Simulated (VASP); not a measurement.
Data:

```xyz
2
Lattice="0.0000 3.2364 3.2364 3.2364 0.0000 3.2364 3.2364 3.2364 0.0000" Properties=species:S:1:pos:R:3 pbc="T T T"
Na     0.0000     0.0000     0.0000
I      3.2364     3.2364     3.2364
```

The numbers are results of PBE GGA, VASP's PBE PAW potentials (set 64) (plane waves; VASP 6.6.1), not measurements. Settings: 300 eV cut-off, 6×6×6 Γ-centred mesh, Gaussian smearing of 0.020 eV, potentials Na_pv I.

Unless said otherwise, spin-orbit coupling is left out, though it shifts the bands of the heavy elements here.

Task: Predict the energy per atom (σ→0), band gap (on the k-mesh) with the smallest direct gap where there is one.

Result: 
```
Property                                      Value
-----------------------------------  --------------
band gap (on the k-mesh)                    3.64 eV
smallest direct gap (on the k-mesh)         3.64 eV
energy per atom (σ→0)                -2.693 eV/atom
```

The absolute energy has meaning only against runs of the same code, potentials and settings.

The structure comes from a computed database's NaI entry; how it stands against other phases isn't given here. The cell was not relaxed at this level.
